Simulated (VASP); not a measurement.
**LiSi16 (a cell with a defect): single point with r2SCAN+D3(BJ)**

Crystal: LiSi16 (a cell with a defect).

```
CELL_PARAMETERS angstrom
0.00000 5.43000 5.43000
5.43000 0.00000 5.43000
5.43000 5.43000 0.00000
ATOMIC_POSITIONS crystal
Si 0.99812 0.00577 0.99822
Si 0.12362 0.13415 0.12371
Si 0.99471 0.01052 0.49754
Si 0.12361 0.13416 0.61884
Si 0.99914 0.51304 0.99923
Si 0.12076 0.63783 0.12085
Si 0.99912 0.51306 0.48890
Si 0.12401 0.63681 0.61974
Si 0.49745 0.01052 0.99480
Si 0.61874 0.13416 0.12370
Si 0.49744 0.01052 0.49754
Si 0.62202 0.13406 0.62211
Si 0.48881 0.51306 0.99921
Si 0.61965 0.63680 0.12410
Si 0.49776 0.50683 0.49786
Si 0.61965 0.63681 0.61974
Li 0.87047 0.38870 0.87056
```

The cell was built by a generator and needn't be a form met in nature.

```yaml
Program: VASP 6.6.1
Task: single point
Functional: r2SCAN
Dispersion: D3(BJ)
Potentials_or_basis: VASP PAW PBE potentials, release 64 (Si, Li_sv)
Cutoff: 520 eV
k_mesh: 2 × 2 × 2
Occupations: fermi-dirac, width 0.05 eV
Spin: no spin polarisation
```

```json
{
 "Largest force": "0.029 eV/Å",
 "Band gap on the k mesh": "0.84 eV, direct",
 "Dispersion energy per atom": "-0.151 eV"
}
```

Forces on the atoms (eV/Å):
```
Si   0.004 -0.004  0.004
Si  -0.021 -0.002 -0.021
Si   0.009 -0.010  0.004
Si   0.001  0.020 -0.020
Si  -0.002 -0.016 -0.002
Si  -0.014  0.012 -0.014
Si   0.015  0.002 -0.002
Si   0.001  0.000  0.003
Si   0.004 -0.010  0.009
Si  -0.020  0.020  0.001
Si   0.010 -0.005  0.010
Si   0.004 -0.006  0.004
Si  -0.002  0.002  0.015
Si   0.003  0.000  0.001
Si  -0.006  0.006 -0.006
Si   0.000 -0.004  0.000
Li   0.015 -0.008  0.015
```

Levels at points of the mesh, in eV from the valence-band top:
```
           k point  band 31  band 32  band 33  band 34  band 35  band 36
(0.00, 0.00, 0.00)    -0.01     0.00     0.00     0.84     0.85     0.85
(0.50, 0.00, 0.00)    -0.87    -0.77    -0.77     1.43     1.63     1.63
(0.00, 0.50, 0.00)    -0.87    -0.76    -0.76     1.45     1.62     1.62
(0.50, 0.50, 0.50)    -0.87    -0.77    -0.77     1.43     1.63     1.63
(0.50, 0.50, 0.00)    -1.44    -1.40    -1.35     1.26     1.34     2.48
(0.50, 0.00, 0.50)    -1.44    -1.40    -1.35     1.26     1.34     2.48
```

It took 9.2 min on 1 thread of Intel(R) Xeon(R) Platinum 8488C (Sapphire Rapids) (shared host), peak memory 0.55 GiB.

Caveat: the k mesh is coarse (spacing up to 0.50 Å⁻¹), so the values aren't converged; the cell carries a net charge on a neutralising background, which shifts energy and pressure; the cell is charged against a uniform background, so pressure and absolute levels hang on convention; the PAW data sets were made with another functional, which shifts forces and pressure a little. r2SCAN opens gaps a little over a GGA but as a rule still falls short of measured ones.
